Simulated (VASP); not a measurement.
Input for VASP

KPOINTS:
```
Automatic
0
gamma
 12 12 10
```

INCAR:
```
ALGO = Normal
EDIFF = 1E-7
EDIFFG = -0.01
ENCUT = 480
GGA = PE
IBRION = 2
ISIF = 2
ISMEAR = 1
ISPIN = 2
LASPH = .True.
LCHARG = .False.
LMAXMIX = 6
LORBIT = 10
LREAL = .False.
LWAVE = .False.
MAGMOM = 2.9 0.3
NELM = 100
NSW = 30
PREC = Accurate
SIGMA = 0.1
SYSTEM = FePt
```

POSCAR:
```
FePt
1
    2.7279413155     0.0000000000     0.0000000000
    0.0000000000     2.7279413155     0.0000000000
    0.0000000000     0.0000000000     3.7946134469
Fe Pt
1 1
Direct
  0.0000000000   0.0000000000   0.0000000000
  0.5000000000   0.5000000000   0.5000000000
```

POTCAR, in this order: Fe Pt (PBE.64 set). Program: vasp_std.

Problem. Translate this PBE calculation to Ansatz.

Solution. One equivalent input (not run):
Ansatz 0.2 input:
```yaml
crystal:
  lattice:
    - [2.7279413, 0.0000000, 0.0000000]
    - [0.0000000, 2.7279413, 0.0000000]
    - [0.0000000, 0.0000000, 3.7946134]
  atoms:
    - { symbol: Fe, position: [0.0000000, 0.0000000, 0.0000000], spin: 2.9 }
    - { symbol: Pt, position: [0.5000000, 0.5000000, 0.5000000], spin: 0.3 }
kpoints:
  mp_grid: { grid: [12, 12, 10] }
hamiltonian:
  xc: pbe
  pseudopotentials: { kind: paw }
magnetization: { spin_polarized: true }
scf:
  occupations: { method: methfessel_paxton, width: 0.1 }
  max_iter: 100
relax:
  max_steps: 30
  f_tol: 0.01
output: { forces: true, stress: true, eigenvalues: true }
```
What does not carry over: each code has its own PAW files, so the cut-off isn't converted (ENCUT is set for VASP's; basis.ecutwfc is left out, and Ansatz then takes the one that its files recommend); Ansatz stops its SCF on the density residual and VASP on the energy change (EDIFF).

The compound is FePt in the L1_0 structure. This cell was strained or had an atom moved on purpose.
